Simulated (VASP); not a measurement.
Given:

```
Pd
1.0
   -2.48281     2.48281     1.33280
    2.48281    -2.48281     1.33280
    2.48281     2.48281    -1.33280
Pd
2
Cartesian
  0.00000   2.48281   0.66640
  0.00000   0.00000   0.00000
```

Calculation: r2SCAN meta-GGA, VASP's PBE PAW potentials (set 64) (plane waves; VASP). Numerical set-up: 400 eV cut-off, 17×17×17 Γ-centred mesh, tetrahedra with Blöchl corrections, potentials Pd.

Q: Tabulate the total density of states (states/eV per cell) against energy (eV; zero at the valence-band maximum or, without a gap, the Fermi level).

A: 
```tsv
E (eV)	DOS (states/eV)
-8.46	0.00
-7.99	0.00
-7.44	0.00
-6.98	0.00
-6.42	0.03
-5.96	0.13
-5.50	0.23
-4.94	0.68
-4.48	6.22
-4.01	4.06
-3.46	5.83
-3.00	2.77
-2.54	3.60
-1.98	3.11
-1.52	5.39
-0.96	4.32
-0.50	3.39
-0.04	2.23
0.52	1.06
0.98	0.54
1.53	0.49
2.00	0.50
2.46	0.56
3.02	0.51
3.48	0.41
```
Within 2 eV below the Fermi level the largest weight inside VASP's projection spheres is Pd d.

The structure was generated: Pd was put into the beta-Sn type (I4_1/amd), which need not be its known phase. It was relaxed first, which changed the volume by +6 %.
